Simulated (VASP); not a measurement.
These are HSE06 screened hybrid, VASP's PBE PAW potentials (set 64) (plane waves; VASP) values and carry that method's errors.

Input for VASP

**KPOINTS**
```
Automatic mesh
0
Gamma
1 1 1
0 0 0
```

POSCAR:
```
Ga35N36Si
1
    4.8683178927    -8.4321738171     0.0000000000
    4.8683178927     8.4321738171     0.0000000000
    0.0000000000     0.0000000000    10.5562839806
Ga N Si
35 36 1
Direct
  0.2220229677   0.1108473979   0.2492910606
  0.1115449804   0.2229507011   0.9997247844
  0.2217021354   0.1103605400   0.7508605244
  0.1125757218   0.2213489673   0.5009285547
  0.2249409788   0.4458061108   0.2503363281
  0.1114954144   0.5551897492   0.9998148580
  0.2212838157   0.4437240830   0.7473192143
  0.1124813725   0.5573453108   0.5011780241
  0.2220003387   0.7776686536   0.2493541537
  0.1109619425   0.8887286476   0.9998330502
  0.2217533443   0.7777018882   0.7508367455
  0.1108259699   0.8885990415   0.5003206344
  0.5559481665   0.1112019194   0.2496158804
  0.4446191197   0.2228461634   0.9996851033
  0.5556172105   0.1109073351   0.7506120326
  0.4419290889   0.2213499509   0.5009681399
  0.5540719549   0.4457059435   0.2503681371
  0.4442253100   0.5553539057   0.9987262127
  0.5553505013   0.4436469948   0.7473229095
  0.5541524206   0.7749509555   0.2503610680
  0.4446716113   0.8882660408   0.9997748922
  0.5554786368   0.7779934799   0.7475287184
  0.4417971296   0.8864343102   0.5010130758
  0.8884940798   0.1112458173   0.2496109135
  0.7776789824   0.2221368540   0.9998227335
  0.8885385835   0.1110013810   0.7506327669
  0.7775700950   0.2219130426   0.5009902024
  0.8884742985   0.4438667262   0.2496337365
  0.7767690291   0.5551096776   0.9997874410
  0.8884185164   0.4439084253   0.7506854429
  0.7776409821   0.5573503138   0.5010194011
  0.8888304422   0.7777424075   0.2493538466
  0.7769306303   0.8883758318   0.9998005839
  0.8889130518   0.7775604317   0.7508762841
  0.7777483636   0.8865820773   0.5011688539
  0.2218848774   0.1106188440   0.4377846878
  0.1117997201   0.2238502684   0.1897096625
  0.2222367845   0.1112791756   0.9390430066
  0.1108978123   0.2217685540   0.6881801622
  0.2421254560   0.4542137545   0.4445831126
  0.1117450788   0.5545315539   0.1896881578
  0.2232700490   0.4449078560   0.9353333829
  0.1108234772   0.5553744077   0.6883062983
  0.2217775440   0.7774022903   0.4378595810
  0.1109399028   0.8887521395   0.1882528797
  0.2223110430   0.7775219623   0.9390765038
  0.1107683195   0.8885316737   0.6886298534
  0.5549666990   0.1104872028   0.4386630509
  0.4452623764   0.2237890963   0.1896370940
  0.5550753091   0.1107724437   0.9389158141
  0.4439500858   0.2216960108   0.6882108671
  0.5449065275   0.4541569219   0.4445362276
  0.4443433652   0.5554817153   0.1865688144
  0.5547790965   0.4448773732   0.9353024742
  0.4440345098   0.5551590306   0.6701194973
  0.5450293661   0.7569485506   0.4445171586
  0.4452367188   0.8879772506   0.1897106553
  0.5547977213   0.7764152598   0.9354357762
  0.4439661311   0.8884276784   0.6882463582
  0.8886848640   0.1105500230   0.4386558054
  0.7776762684   0.2221591887   0.1882949435
  0.8889958271   0.1108462504   0.9389230088
  0.7775405194   0.2219725527   0.6890241486
  0.8886187374   0.4444507649   0.4386555826
  0.7758918497   0.5545458418   0.1897180056
  0.8889206342   0.4447648094   0.9389671274
  0.7774443795   0.5553623807   0.6882323219
  0.8886494762   0.7774673667   0.4378563165
  0.7759229081   0.8880026548   0.1896424447
  0.8883801565   0.7774462452   0.9390850150
  0.7775140067   0.8884586908   0.6883369123
  0.4440052148   0.5551221405   0.5000949829
```

### INCAR
```
SYSTEM=Ga35N36Si
PREC=Normal; ENCUT=400; LREAL=Auto
LASPH=.True.; ISYM=0; NELECT=288.0
EDIFF=1E-5; NELM=50; NELMIN=4
ALGO=Normal; LMAXMIX=4
ISMEAR=0; SIGMA=0.05
GGA=PE; LHFCALC=.True.; AEXX=0.25
HFSCREEN=0.2; PRECFOCK=Fast
ISIF=0
LWAVE=.False.; LCHARG=.False.
```

POTCAR, in this order: Ga N Si (PBE.64 set). Program: vasp_gam. Read from the step before: WAVECAR.

The run wrote:

OSZICAR:
```
       N       E                     dE             d eps       ncg     rms          rms(c)
DAV:   1    -0.535893202226E+03   -0.53589E+03   -0.22407E+01   362   0.123E+01    0.974E+00
DAV:   2    -0.536057006576E+03   -0.16380E+00   -0.69784E-01   436   0.142E+00    0.673E+00
DAV:   3    -0.536009068366E+03    0.47938E-01   -0.17479E-02   420   0.347E-01    0.393E+00
DAV:   4    -0.535989050417E+03    0.20018E-01   -0.15190E-02   412   0.227E-01    0.223E+00
DAV:   5    -0.535983170329E+03    0.58801E-02   -0.39378E-03   428   0.118E-01    0.124E+00
DAV:   6    -0.535981022184E+03    0.21481E-02   -0.83402E-04   396   0.676E-02    0.689E-01
DAV:   7    -0.535980299115E+03    0.72307E-03   -0.34199E-04   412   0.459E-02    0.382E-01
DAV:   8    -0.535980066521E+03    0.23259E-03   -0.10133E-04   412   0.254E-02    0.213E-01
DAV:   9    -0.535979993752E+03    0.72770E-04   -0.37148E-05   324   0.150E-02    0.118E-01
DAV:  10    -0.535979974142E+03    0.19610E-04   -0.15065E-05   236   0.954E-03    0.644E-02
DAV:  11    -0.535979970462E+03    0.36802E-05   -0.60378E-06   191   0.491E-03
   1 F= -.53597997E+03 E0= -.53597997E+03  d E =-.768786E-11
```

### OUTCAR
```
------------------------ aborting loop because EDIFF is reached ----------------------------------------
  volume of cell :      866.68
      direct lattice vectors                 reciprocal lattice vectors
     4.868317893 -8.432173817  0.000000000     0.102704879 -0.059296690  0.000000000
     4.868317893  8.432173817  0.000000000     0.102704879  0.059296690  0.000000000
     0.000000000  0.000000000 10.556283981     0.000000000  0.000000000  0.094730305
  FREE ENERGIE OF THE ION-ELECTRON SYSTEM (eV)
  ---------------------------------------------------
  free  energy   TOTEN  =      -535.9799704617 eV

  energy  without entropy=     -535.9799704617  energy(sigma->0) =     -535.97997046

  exchange ACFDT corr.  =         0.00000000  see jH, gK, PRB 81, 115126
```
(Selected blocks of OUTCAR.)

The cell is charged, with a uniform compensating background. The supercell is sampled at Γ alone, which is coarse: total energies, pressure and levels can be off, energies of defects by several tenths of an eV.

The cell is a supercell with a defect, built from GaN (wurtzite): Si_Ga, charge +1. The cell's shape comes from a PBE relaxation. The run is not spin-polarised, so no state with unpaired spins was tried.
